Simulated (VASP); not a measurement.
# BaMg6Cu: equation of state with PBE

BaMg6Cu:

```
CELL_PARAMETERS angstrom
4.98936 0.00000 0.00000
0.00000 3.04166 7.00939
0.00000 -3.04166 7.00939
ATOMIC_POSITIONS crystal
Ba 0.50000 0.70659 0.70659
Cu 0.50000 0.09785 0.09785
Mg 0.00000 0.87371 0.87371
Mg 0.00000 0.28975 0.28975
Mg 0.00000 0.31442 0.83294
Mg 0.00000 0.83294 0.31442
Mg 0.50000 0.19903 0.68571
Mg 0.50000 0.68571 0.19903
```

The cell comes from a database or a generator and needn't be the stable form of this composition.

```
Program                : VASP 6.6.1
Task                   : equation of state
Functional             : PBE
Potentials or basis    : VASP PAW PBE potentials, release 64 (Ba_sv, Cu, Mg)
Cutoff                 : 520 eV
k mesh                 : 6 × 5 × 5
Occupations            : fermi-dirac, width 0.05 eV
Spin                   : no spin polarisation
Further INCAR settings : ALGO = Normal; EDIFF = 1e-07; NBANDS = 26
```

```
Equilibrium volume                        : 26.74 Å³/atom
Bulk modulus at fixed shape and positions : 30 GPa
Pressure derivative of the bulk modulus   : 4.1
```

Energy against volume, from the lowest point:
```tsv
volume (Å³/atom)	energy (meV/atom)
24.998	11.72
25.530	5.43
26.062	1.60
26.593	0.00
27.125	0.41
27.657	2.63
28.189	6.51
```

All runs of the series together: 23 min on 1 thread of Intel(R) Xeon(R) Platinum 8488C (Sapphire Rapids), with other jobs on the host.

Caveat: the cell was scaled at fixed shape and fractional positions, which overstates the stiffness of a crystal with free parameters, most of all of layers and chains. Spin-orbit coupling is left out, which matters for the levels of Ba.
